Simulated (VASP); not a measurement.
Crystal: Ga2SnSe.

```
Ga Sn Se
1.0
     4.06130    0.00000    0.00000
     0.00000    4.06130    0.00000
     0.00000    0.00000    5.60231
Ga Sn Se
2 1 1
Direct
  0.00000 0.00000 0.66559
  0.00000 0.00000 0.33441
  0.50000 0.50000 0.50000
  0.50000 0.50000 0.00000
```

The cell was built by a generator and needn't be a form met in nature.

* Program: VASP 6.6.1
* Task: relaxation of cell and atoms
* Functional: PBE
* Potentials or basis: VASP PAW PBE potentials, release 64 (Ga_d, Sn_d, Se)
* Cutoff: 520 eV
* k mesh: 4 × 4 × 3
* Occupations: gaussian, width 0.15 eV
* Spin: no spin polarisation

At the start: pressure 16.2 GPa; volume 23.10 Å³/atom.

Task: How do energy, volume and symmetry change on relaxing?

Result: Over 18 steps the energy falls by 1012.2 meV/atom and the volume is 23.40 Å³/atom (+1.3 %); space group P4/mmm (No. 123, to 0.05 Å).

Step by step:
```
step  energy change (eV)  largest force (eV/Å)  pressure (GPa)  volume (Å³)
   1              0.0000               14.0643           16.16        92.41
   2             -0.9561                0.0679           -7.29       124.30
   3             -2.9705                0.1074           -7.35       121.94
   4             -3.0688                0.1480           -6.78       119.85
   5             -3.5793                0.4730           -5.28       105.99
   6             -3.4866                1.7414           -0.59        99.17
   7             -3.6346                0.6874           -3.69       103.98
   8             -3.6345                0.8318           -3.63       103.38
   9             -3.8130                0.7550           -0.99        96.24
  10             -3.8483                0.8310            3.49        88.05
  11             -3.8607                0.8493            1.80        90.93
  12             -3.9633                0.6318            1.38        91.19
  13             -4.0366                0.1953            1.40        91.62
  14             -4.0399                0.1156            1.05        91.52
  15             -4.0405                0.0426            1.27        91.55
  16             -4.0405                0.0651            1.42        91.54
  17             -4.0455                0.1116           -0.74        95.05
  18             -4.0488                0.0371            0.32        93.59
```

Final structure:
```
CELL_PARAMETERS angstrom
4.02455 0.00000 0.00000
0.00000 4.02455 0.00000
0.00000 0.00000 5.77811
ATOMIC_POSITIONS crystal
Ga 0.00000 0.00000 0.76236
Ga 0.00000 0.00000 0.23764
Sn 0.50000 0.50000 0.50000
Se 0.50000 0.50000 0.00000
```

Caveat: the k mesh is coarse (spacing up to 0.39 Å⁻¹), so the values aren't converged.
